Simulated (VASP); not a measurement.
Here is a VASP 6.6.1 calculation.

Contents of INCAR:

```
SYSTEM = MoS2
ALGO = Normal
EDIFF = 1E-7
ENCUT = 520
GGA = PE
ISIF = 2
ISMEAR = 0
IVDW = 12
LASPH = .True.
LCHARG = .True.
LELF = .True.
LREAL = .False.
LVHAR = .True.
LWAVE = .False.
NBANDS = 35
NELM = 60
PREC = Accurate
SIGMA = 0.02
```

File KPOINTS:

```
k-points
0
Gamma
  12 12 4
  0 0 0
```

File POSCAR:

```
MoS2
1.0
    3.1491697132      0.0000000000      0.0000000000
   -1.5745848566      2.7272609724      0.0000000000
    0.0000000000      0.0000000000     12.0898516926
Mo S
2 4
Direct
    0.3333333333      0.6666666667      0.2500000000
    0.6666666667      0.3333333333      0.7500000000
    0.3333333333      0.6666666667      0.6204901690
    0.6666666667      0.3333333333      0.1204901690
    0.3333333333      0.6666666667      0.8795098310
    0.6666666667      0.3333333333      0.3795098310
```

Potentials or basis: VASP PAW PBE potentials, release 64 (Mo_sv, S).

Run with:

```sh
$ cat potpaw_PBE.64/Mo_sv/POTCAR potpaw_PBE.64/S/POTCAR > POTCAR
$ mpirun -np 1 vasp_std > vasp.out
```

What does it give for the largest force?

0.011 eV/Å.

What does it give for the pressure?

-0.1 GPa.

Predict the band gap on the k mesh.

0.80 eV, indirect (least direct gap 1.70 eV).

Estimate the dispersion energy per atom.

-0.438 eV.

Forces in eV/Å, atoms in the order of the input:
```
Mo   0.000  0.000  0.000
Mo   0.000  0.000  0.000
S    0.000  0.000  0.011
S    0.000  0.000  0.011
S    0.000  0.000 -0.011
S    0.000  0.000 -0.011
```

**Experimental background.**

“Multiwavelength excitation Raman Scattering Analysis of bulk and 2 dimensional MoS2: Vibrational properties of atomically thin MoS2 layers”, 2015, arxiv:1506.03228 reports, for a bulk crystal of MoS2 at 300 K: band gap 1.3 eV (indirect).

Against the measured gap of MoS2, 1.3 eV (indirect; 300 K; “Multiwavelength excitation Raman Scattering Analysis of bulk and 2 dimensional MoS2: Vibrational properties of atomically thin MoS2 layers”, 2015, arxiv:1506.03228), the calculated 0.80 eV is off by -0.50 eV. Spin-orbit coupling on Mo is left out. The value is that of PBE+D3(BJ) on a finite k mesh, which can miss the band edges, without temperature or zero-point motion. Semilocal functionals fall short of measured gaps as a rule.
